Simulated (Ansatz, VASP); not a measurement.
## SiTe2 in two plane-wave programs

One calculation is typed for both programs; each brings its own data sets. How far apart do they land? Of the first pair: The structure shown is the start of the Ansatz relaxation below; VASP solves that cell, so the two are compared at the walk's first step.

Method: plane waves, with VASP 6.6.1 beside it; PBEsol, in Ansatz 0.2.0.

### Step 1. Starting point

The cell holds 3 atoms: 1 Si and 2 Te. Cell: a = 3.702 Å, b = 3.730 Å, c = 30.424 Å, α = 90.0°, β = 90.0°, γ = 119.8°. Vacuum lies along c.

Coordinates:

```cif
data_structure
_symmetry_space_group_name_H-M 'P 1'
_symmetry_Int_Tables_number 1
_cell_length_a 3.7022
_cell_length_b 3.7303
_cell_length_c 30.4240
_cell_angle_alpha 90.000
_cell_angle_beta 90.000
_cell_angle_gamma 119.751
_cell_volume 364.78
loop_
_atom_site_label
_atom_site_type_symbol
_atom_site_fract_x
_atom_site_fract_y
_atom_site_fract_z
_atom_site_occupancy
Si1 Si 0.00000 0.00000 0.32869 1
Te2 Te 0.33333 0.66667 0.38181 1
Te3 Te 0.66667 0.33333 0.27556 1
```

### Step 2. Ansatz: relaxation, PBEsol

Ansatz runs on its PAW soft_1 files.

The two programs are compared at the cell with which this relaxation starts, whose forces are those of its first step.

input.yaml

```yaml
crystal:
  lattice:
    - [3.7022098315, 0.0, 0.0]
    - [-1.8511049158, 3.2385937012, 0.0]
    - [0.0, 0.0, 30.424]
  atoms:
    - { symbol: Si, position: [0.0, 0.0, 0.328687878] }
    - { symbol: Te, position: [0.3333333333, 0.6666666667, 0.3818136201] }
    - { symbol: Te, position: [0.6666666667, 0.3333333333, 0.2755621359] }
  periodic: [true, true, false]
kpoints:
  mp_grid: { grid: [15, 15, 1] }
hamiltonian:
  xc: pbesol
  pseudopotentials: { kind: paw, azcp: { folder: soft_1 }, xc_functional: pbe }
scf:
  occupations: { method: methfessel_paxton, width: 0.2 }
output:
  forces: true
  stress: true
  eigenvalues: true
relax:
  adjacent_minimum: "off"
  f_tol: 0.001
  max_steps: 60
```

Command:

```bash
> ansatz run input.yaml --threads 8 --pin off --max-ram 16384MiB --backend cpu --events-out ev --progress --plain --runs-dir out
```

Numbers of over 12 decimals in the logs are rounded to 6 here.

What it wrote:

```text
Warning: output.stress: scf.convergence.dr2_threshold = 1e-9 eV (the default of a walk held to its f_tol) is looser than the 3e-10 eV advised for a printed stress (1e-10 eV for each atom of the cell: 3). What an SCF threshold leaves in a stress goes as its square root, and in the free energy as the threshold itself, and one threshold admits the most on a small cell: [figures from the program's tests cut] Every solve  [...]
Engine: ansatz 0.2.0, aarch64-unknown-linux-gnu
Pseudopotentials: kind: paw
Pseudopotential: Si, paw, valence charge 4, recommended cutoff 420 eV (normal), soft_1/Si.paw.azcp
Pseudopotential: Te, paw, valence charge 16, recommended cutoff 420 eV (normal), soft_1/Te.paw.azcp
Functional definition: PBEsol
  exchange = pbesol_x
  correlation = pbesol_c
Crystal: 3 atoms, lattice volume = 364.782 Å³
Basis set: ecut = 420 eV, 7165 PW (Γ), exchange–correlation on 50×50×432 points (8 copies of the dense FFT grid, shifted against one another)
Bands: 22, of which v1, the nominal top of the filled ones, is band 18 counted from 1 (17 counted from 0)
Symmetry: 4 space group operations
Space group: C2/m (ITA 12), of the structure as read, at distance tolerance 7.1e-5 Å
k-points: 64 of 225
Non-local potential: Si, projectors of the file, l = 0: 2, l = 1: 2, l = 2: 1
Non-local potential: Te, projectors of the file, l = 0: 2, l = 1: 2, l = 2: 2, l = 3: 1
PAW form: soft (Blöchl's): semilocal exchange-correlation on the pseudo side does not see the compensation charge
PAW frozen core: Si, regenerated for the run's functional, and the local potential with it (the file was generated under x = pbe(κ = 0.804, μ = 0.219515), c = pbe(β = 0.066725))
PAW frozen core: Te, regenerated for the run's functional, and the local potential with it (the file was generated under x = pbe(κ = 0.804, μ = 0.219515), c = pbe(β = 0.066725))
PAW one-centre angular grid: Si, 110 points (default); XC on 64 Gauss nodes
PAW one-centre angular grid: Te, 590 points (default); XC on 64 Gauss nodes
Initial density: superposition of atomic densities (neutral atoms: chi_scale 0, normalization atom)
Initial wavefunctions: pseudopotential atomic-orbital guess
Functional: x = pbesol(κ = 0.804, μ = 0.123457), c = pbesol(β = 0.046)
iter 1 solved again at ethr=1.70e-3 eV; its pass at ethr=3.10e-3 eV (dr2=6.11e-1 eV) is discarded
SCF iter   1: F=—  HF=-14424.691428 eV  |F-HF|=—  |Δ(HF+E_count)|=         —  Δρ=9.94e-3  dr2=6.26e-1  ethr=1.70e-3  ⟨swp⟩=1.6  Hψ=14244  notcnv=0
preconditioner: auto → LDOS  [metal: Δε(μ)=0.038 eV  Ē_g=8.641 eV  σ=0.200 eV  W_gap=0.16  n_scr=16 (ndim 8)  ℏωp=7.8 eV  f_vac=0.746  D(μ)=1.42/eV (n_scr^D=8)  β→1.0]
SCF iter   2: F=—  HF=-14424.608858 eV  |F-HF|=—  |Δ(HF+E_count)|=   8.26e-2  S|Δr|=    0.00e0  Δρ=4.11e-3  dr2=2.28e-1  ethr=1.70e-3  ⟨swp⟩=5.2  Hψ=4138  notcnv=0
SCF iter   3: F=—  HF=-14424.569725 eV  |F-HF|=—  |Δ(HF+E_count)|=   3.91e-2  S|Δr|=    0.00e0  Δρ=1.73e-3  dr2=2.44e-2  ethr=6.34e-4  ⟨swp⟩=3.6  Hψ=3966  notcnv=0
SCF iter   4: F=—  HF=-14424.564391 eV  |F-HF|=—  |Δ(HF+E_count)|=   5.33e-3  S|Δr|=    0.00e0  Δρ=2.92e-4  dr2=7.57e-4  ethr=6.77e-5  ⟨swp⟩=3.7  Hψ=3043  notcnv=0
SCF iter   5: F=—  HF=-14424.564298 eV  |F-HF|=—  |Δ(HF+E_count)|=   9.23e-5  S|Δr|=    0.00e0  Δρ=6.17e-5  dr2=2.15e-5  ethr=2.10e-6  ⟨swp⟩=3.9  Hψ=3183  notcnv=0
SCF iter   6: F=—  HF=-14424.564341 eV  |F-HF|=—  |Δ(HF+E_count)|=   4.21e-5  S|Δr|=    0.00e0  Δρ=1.27e-5  dr2=3.99e-7  ethr=5.98e-8  ⟨swp⟩=3.1  Hψ=3101  notcnv=0
SCF iter   7: F=-14424.564341 eV  HF=-14424.564341 eV  |F-HF|=5.24e-8  |Δ(HF+E_count)|=   4.48e-7  S|Δr|=    0.00e0  Δρ=2.77e-6  dr2=2.90e-8  ethr=2.78e-10  ⟨swp⟩=16.5  Hψ=10991  notcnv=0
SCF 1 converged in 7 iterations: F = -14424.564341 eV  dr2 = 2.90e-8
  greatest PAW one-centre occupation: 0.998 electrons in one spin orbital (limit 2), on the Te atom at site 2 (counted from 0), in its partial waves of l = 2
relax step   1: F+E_penalty+E_count = -14424.56434108 eV  Δ(F+E_penalty+E_count) = +0.000e0 eV  max|allowed force component| = 4.571e-2 eV/Å  Δτ_max = 0.0000 Å  (7 SCF iters, dr2 threshold 1.00e-7 eV, accepted)
[...]
relax step   2: F+E_penalty+E_count = -14424.56365108 eV  Δ(F+E_penalty+E_count) = +6.900e-4 eV  max|allowed force component| = 9.972e-2 eV/Å  Δτ_max = 0.0153 Å  (6 SCF iters, dr2 threshold 1.31e-7 eV, rejected (line search))
[...]
relax step   3: F+E_penalty+E_count = -14424.56462193 eV  Δ(F+E_penalty+E_count) = -2.808e-4 eV  max|allowed force component| = 6.349e-3 eV/Å  Δτ_max = 0.0058 Å  (5 SCF iters, dr2 threshold 1.00e-7 eV, accepted)
[...]
relax step   4: F+E_penalty+E_count = -14424.56463526 eV  Δ(F+E_penalty+E_count) = -1.333e-5 eV  max|allowed force component| = 4.451e-4 eV/Å  Δτ_max = 0.0021 Å  (5 SCF iters, dr2 threshold 2.52e-9 eV, accepted)
[...]
relax step   5: F+E_penalty+E_count = -14424.56463526 eV  Δ(F+E_penalty+E_count) = +3.383e-10 eV  max|allowed force component| = 4.457e-4 eV/Å  Δτ_max = 0.0000 Å  (2 SCF iters, accepted)
SCF converged after 2 iterations
Stability not checked: this state was not tested for a lower state beside it, because cold or Methfessel-Paxton smearing, or corrected tetrahedra, fill the levels in a way that the test cannot read (fill_not_monotonic; see scf.lower_state_search)
Free energy (F): -14424.564635 eV
Harris-Foulkes:  -14424.564635 eV  (|F-HF|=1.20e-9)
Internal energy: -14424.564302 eV  (E = F + TS)
E sigma→0 (E₀):  -14424.564552 eV
Entropy (-TS):   -0.000334 eV (-0.111 meV/atom)
Fermi energy:    -4.805946 eV
Step filling:    the computed levels leave a gap of 0.0320 eV = 0.2 smearing widths at the electron count; against every level under it full and every level over it empty, smearing changes F+E_penalty+E_count by +0.046 meV and its σ→0 estimate by +0.129 meV
--- Per-component energies (eV) ---
  E_band       = -990.841916
  E_kinetic    = 387.673827
  E_local      = -59478.498609  (includes V_loc(G=0)·N_el)
  E_nonlocal   = 158.202007
  E_hartree    = 29494.036589
  E_xc         = -299.651096
  E_vxc        = -252.494319  (∫ρ·V_xc dr)
  E_paw        = -9684.470865  (= ΣΔE_a)
  E_vpaw       = -793.795682  (= ΣTr[D̂ρ^β])
  E_aug_tail   = 0.000211  (compensation charges beyond the density's cutoff)
  E_ewald      = 24997.362450
  E_core_change = 0.781183  (= ΣΔE_core)
  E_smearing   = -0.000334  (= −TS)
  E_closure    = 0.000000  (closes the sum)
  Σ components = -14424.564635   (vs F -14424.564635, Δ=0.00e0)
--- Forces (eV/Å), atoms counted from 1 ---
  atom   1  Si     0.00000000     0.00000000     0.00000000
  atom   2  Te    -0.00000000     0.00044572     0.00034458
  atom   3  Te     0.00000000    -0.00044572    -0.00034458
  max |Σ_I F_I| component: 0.00e0 eV/Å
--- 2D stress c σ (N/m, compression-positive) ---
        0.559135       0.000000       0.000000
        0.000000       0.461675       0.000000
        0.000000       0.000000       0.000000
  P = ½ c Tr σ = 0.5104 N/m
--- Band table (eV; the first three rows and the last of 64) ---
  k-point 0: bands = [... 14 lower, -5.3325, -5.2331, -4.7354, -4.6581, -3.2318, -1.5752, -1.4165, -1.3906]
  k-point 1: bands = [... 14 lower, -6.0450, -5.5127, -5.0326, -4.5166, -2.8234, -1.6499 (-1.6499°), -1.3194, -1.1450]
  k-point 2: bands = [... 14 lower, -6.7836, -5.9856, -5.8236, -4.4470, -2.7247, -1.6722 (-1.6722°), -1.0846, -0.5411]
  k-point 63: bands = [... 14 lower, -8.8280, -7.9396, -6.9644, -5.7550, -3.6632, -1.8202, -0.3631, 0.2484]
  ° read free of the cell's end (the report's vacuum.weakly_bound_levels)
--- Relaxed structure (5 steps of the walk, 4 accepted, 0 SCFs on fresh bases) ---
  F+E_penalty+E_count = -14424.56463526 eV   max|allowed force component| = 4.457e-4 eV/Å
  cell:  # Å, volume = 364.7823 Å³
    - [3.7022098315, 2.8578854064285993e-11, 0.0]
    - [-1.851104915775, 3.238594, 0.0]
    - [0.0, 0.0, 30.424]
  atoms:
    - { symbol: Si, position: [0, 0, 0.328688] }
    - { symbol: Te, position: [0.332491, 0.664983, 0.381958] }
    - { symbol: Te, position: [0.667509, 0.335017, 0.275418] }
```

### Step 3. VASP: single point, PBEsol, start cell, pair 1

The same cell, functional, mesh and smearing now go to VASP, with its own data sets.

Lines of VASP's logs that name or quote its potential files are left out, and so is its time.

INCAR

```
SYSTEM = SiTe2
PREC = Accurate
ENCUT = 400
EDIFF = 1E-06
NELM = 120
ISMEAR = 1
SIGMA = 0.2
LREAL = .FALSE.
ALGO = Normal
GGA = PS
NBANDS = 14
LORBIT = 11
LWAVE = .FALSE.
LCHARG = .FALSE.
ISIF = 2
LDIPOL = .TRUE.
IDIPOL = 3
DIPOL = 0.5 0.5 0.329
LVHAR = .TRUE.
LASPH = .TRUE.
GGA_COMPAT = .FALSE.
NELMDL = -8
KPAR = 2
```

POSCAR

```
SiTe2
1.0
    3.7022098315      0.0000000000      0.0000000000
   -1.8511049158      3.2385937012      0.0000000000
    0.0000000000      0.0000000000     30.4240000000
Si Te
1 2
Direct
    0.0000000000      0.0000000000      0.3286878780
    0.3333333153      0.6666666306      0.3818136340
    0.6666666847      0.3333333694      0.2755621220
```

KPOINTS

```
Automatic mesh
0
Gamma
15 15 1
0 0 0
```

Potentials, in the order of the species: Si and Te (PBE family, release 64).

Command:

```bash
> mpirun -np 2 vasp_std
```

What it wrote:

```text
[banner, memory and clock lines left out]
running    2 mpi-ranks, on    1 nodes
 distrk:  each k-point on    1 cores,    2 groups
 distr:  one band on    1 cores,    1 groups

 POSCAR found type information on POSCAR SiTe
 POSCAR found :  2 types and       3 ions
|                                                                             |
|               ----> ADVICE to this user running VASP <----                  |
|                                                                             |
|     You enforced a specific xc type in the INCAR file but a different       |
|     [... a line on the potential file left out ...]
|     I HOPE YOU KNOW WHAT YOU ARE DOING!                                     |
|                                                                             |

 LDA part: xc-table for (Slater+PW92), standard interpolation
 POSCAR, INCAR and KPOINTS ok, starting setup
 FFT: planning ... GRIDC
 FFT: planning ... GRID_SOFT
 FFT: planning ... GRID
 WAVECAR not read
 entering main loop
       N       E                     dE             d eps       ncg     rms          rms(c)
DAV:   1     0.976898473247E+02    0.97690E+02   -0.38732E+03  1792   0.617E+02
DAV:   2    -0.346781013769E+01   -0.10116E+03   -0.94109E+02  3104   0.119E+02
DAV:   3    -0.125166235984E+02   -0.90488E+01   -0.88549E+01  2398   0.451E+01
DAV:   4    -0.127787682353E+02   -0.26214E+00   -0.26149E+00  2368   0.970E+00
DAV:   5    -0.127896498385E+02   -0.10882E-01   -0.10881E-01  2984   0.206E+00
DAV:   6    -0.127897524593E+02   -0.10262E-03   -0.10262E-03  2592   0.172E-01
DAV:   7    -0.127897574174E+02   -0.49582E-05   -0.49581E-05  2974   0.336E-02
DAV:   8    -0.127897575134E+02   -0.95930E-07   -0.96084E-07  2270   0.368E-03    0.982E+00
DAV:   9    -0.126904174207E+02    0.99340E-01   -0.86460E-02  2362   0.197E+00    0.535E+00
DAV:  10    -0.126588024452E+02    0.31615E-01   -0.69999E-02  2410   0.151E+00    0.509E-01
DAV:  11    -0.126582929366E+02    0.50951E-03   -0.79824E-03  2368   0.563E-01    0.313E-01
DAV:  12    -0.126581704231E+02    0.12251E-03   -0.84754E-04  2832   0.172E-01    0.161E-01
DAV:  13    -0.126578558500E+02    0.31457E-03   -0.59951E-04  2350   0.133E-01    0.137E-01
DAV:  14    -0.126579802103E+02   -0.12436E-03   -0.69604E-05  2248   0.544E-02    0.315E-02
[...]
DAV:  18    -0.126583096224E+02   -0.11496E-03   -0.58987E-06  2122   0.109E-02    0.311E-03
DAV:  19    -0.126583292733E+02   -0.19651E-04   -0.55634E-07  1962   0.329E-03    0.166E-03
DAV:  20    -0.126583570489E+02   -0.27776E-04   -0.16774E-06  1966   0.402E-03    0.167E-03
DAV:  21    -0.126583647428E+02   -0.76939E-05   -0.11094E-07  1862   0.122E-03    0.848E-04
DAV:  22    -0.126583694935E+02   -0.47507E-05   -0.16017E-07  1766   0.116E-03    0.414E-04
DAV:  23    -0.126583716607E+02   -0.21672E-05   -0.46020E-08  1868   0.639E-04    0.283E-04
DAV:  24    -0.126583729195E+02   -0.12588E-05   -0.17305E-08  1760   0.383E-04    0.332E-04
DAV:  25    -0.126583733372E+02   -0.41776E-06   -0.24932E-09  1832   0.198E-04
   1 F= -.12658373E+02 E0= -.12658307E+02  d E =-.198549E-03
```

Parts of OUTCAR (step 3):

```text
ion  position               nearest neighbor table
   1  0.000  0.000  0.329-   3 2.68   2 2.68   3 2.68   2 2.68   3 2.70   2 2.70
   2  0.333  0.667  0.382-   1 2.68   1 2.68   1 2.70
   3  0.667  0.333  0.276-   1 2.68   1 2.68   1 2.70

  LATTYP: Found a base centered orthorhombic cell.
 ALAT       =     3.7022098315
 B/A-ratio  =     1.7495462703
 C/A-ratio  =     8.2177946104

 Subroutine GETGRP returns: Found  4 space group operations
 (whereof  2 operations were pure point group operations)

The static configuration has the point symmetry C_1h.
 The point group associated with its full space group is C_2h.

 Found     64 irreducible k-points:

   k-points           NKPTS =     64   k-points in BZ     NKDIM =     64   number of bands    NBANDS=     14

   dimension x,y,z NGX =    24 NGY =   24 NGZ =  200
   dimension x,y,z NGXF=    48 NGYF=   48 NGZF=  400

   ENCUT  =  400.0 eV  29.40 Ry    5.42 a.u.   6.04  6.08 49.61*2*pi/ulx,y,z

   NELECT =      16.0000    total number of electrons

 k-points in reciprocal lattice and weights: Automatic mesh
   0.00000000  0.00000000  0.00000000       0.004
   0.06666667 -0.00000000  0.00000000       0.018
   0.13333333 -0.00000000  0.00000000       0.018
   0.20000000 -0.00000000  0.00000000       0.018
   0.26666667 -0.00000000  0.00000000       0.018
   0.33333333  0.00000000  0.00000000       0.018
   0.40000000 -0.00000000  0.00000000       0.018
   0.46666667  0.00000000  0.00000000       0.018
   0.00000000  0.06666667  0.00000000       0.009
[...]
0.00000000  0.46666667  0.00000000       0.009
   0.06666667  0.46666667  0.00000000       0.009

 dipolmoment           0.000000      0.000000      0.000002 electrons x Angstroem

 average (electrostatic) potential at core
       1 -92.1303       2 -96.3905       3 -96.3905

 E-fermi :  -2.3161

 k-point     1 :       0.0000    0.0000    0.0000
  band No.  band energies     occupation
    ...
      3      -8.5676      2.00000
      4      -4.4016      2.00000
      5      -2.8384      2.00139
      6      -2.7770      2.00530
      7      -2.2561      0.51639
      8      -2.1780      0.08676
      9      -0.7393     -0.00000
     10       0.8876     -0.00000
     11       1.0738     -0.00000
     12       1.1243     -0.00000
    ...

 k-point     2 :       0.0667   -0.0000    0.0000
  band No.  band energies     occupation
    ...
      3      -8.5413      2.00000
      4      -4.3667      2.00000
      5      -3.4938      2.00000
      6      -3.1129      2.00000
      7      -2.5324      2.06330
      8      -2.0889     -0.06819
      9      -0.3209     -0.00000
     10       0.8220     -0.00000
     11       1.1214     -0.00000
     12       1.4030     -0.00000
    ...

 k-point     3 :       0.1333   -0.0000    0.0000
  band No.  band energies     occupation
    ...
      3      -8.4808      2.00000
      4      -4.6765      2.00000
      5      -4.2689      2.00000
      6      -3.6009      2.00000
      7      -3.3373      2.00000
      8      -2.0218     -0.05778
      9      -0.2400     -0.00000
     10       0.7982     -0.00000
     11       1.3584     -0.00000
     12       1.9554      0.00000
    ...

  Total        0.5436137      0.4385541      0.2559401     -0.0000000     -0.0599585      0.0000000
  in kB        2.3876309      1.9261937      1.1241262     -0.0000000     -0.2633465      0.0000000
  external PRESSURE =       1.8126503 kB  Pullay stress =       0.0000000 kB

  energy-cutoff  :      400.00
  volume of cell :      364.78
      direct lattice vectors                 reciprocal lattice vectors
     3.702209831  0.000000000  0.000000000     0.270108947  0.154387999  0.000000000
    -1.851104916  3.238593701  0.000000000     0.000000000  0.308775997  0.000000000
     0.000000000  0.000000000 30.424000000     0.000000000  0.000000000  0.032868788

 POSITION                                       TOTAL-FORCE (eV/Angst)
 -----------------------------------------------------------------------------------
      0.00000      0.00000     10.00000         0.000000      0.000000      0.000000
     -0.00000      2.15906     11.61630         0.000000     -0.018412      0.083149
      1.85110      1.07953      8.38370        -0.000000      0.018412     -0.083149
 -----------------------------------------------------------------------------------
    total drift:                                0.000000     -0.000000      0.000014

  FREE ENERGIE OF THE ION-ELECTRON SYSTEM (eV)
  ---------------------------------------------------
  free  energy   TOTEN  =       -12.6583733372 eV

  energy  without entropy=      -12.6581747879  energy(sigma->0) =      -12.65830715

 vacuum level on the upper side and lower side of the slab         2.505         2.505

 total charge
# of ion       s       p       d       tot
------------------------------------------
    1        0.764   0.745   0.000   1.510
    2        1.398   1.946   0.045   3.388
    3        1.398   1.946   0.045   3.388
--------------------------------------------------
tot          3.559   4.637   0.089   8.286

[... 3 further parts left out ...]
```

The run ends at a pressure of 0.18 GPa, with forces up to 0.085 eV/Å.

### Step 4. Side by side

Known differences besides the potentials themselves: Ansatz cuts the interaction across the vacuum, VASP repeats the sheet with a dipole correction (LDIPOL); the data sets hold 36 valence electrons in Ansatz (on its PAW soft_1 files) and 16 in VASP; the cutoff is 420 eV in Ansatz and 400 eV in VASP; Ansatz makes its cores anew for this functional, VASP keeps those of its PBE data sets. Total energies have different zeros and are not compared.

Forces (eV/Å; atoms numbered as in POSCAR):

```csv
atom,"Ansatz x, y, z","VASP x, y, z"
Si1,"0.000, 0.000, 0.000","0.000, 0.000, 0.000"
Te2,"0.000, -0.018, 0.046","0.000, -0.018, 0.083"
Te3,"0.000, 0.018, -0.046","0.000, 0.018, -0.083"
```

The forces differ by 18 meV/Å r.m.s., which is 44.0 % of the r.m.s. force of 0.040 eV/Å (both taken over all components). Where the cell holds vacuum, a pressure given here is an average over it and none of the material.

### Step 5. What the set-up changes

Further runs change the set-up of one program: Ansatz's method, potentials or start, or VASP's data sets, cutoff or form of LDA. The table gives that difference for each run.

```csv
run,r.m.s. force difference (meV/Å)
as above,18
VASP with the data sets Si_sv_GW and Te and a cutoff of 720 eV,18
```

### Step 6. Ansatz: relaxation, PBEsol

This run makes the geometry at which the two programs are then compared.

The structure compared here is the end of the Ansatz relaxation.

This is the run of step 2 again, met here at its other cell.

(Continued in part 2 of 2.)

[Lines on the potential files, build, host, timing and source positions are cut from VASP's logs without a mark.]

[Logs are printed without paths, hosts, clocks, repeated set-up lines and the standing remarks that a program may print on its own settings, such as how far it seeks lower states.]

[Hosts, paths, dates, database ids (printed as entryN), source tags and the programs' standing remarks are cut or masked in the printed files.]
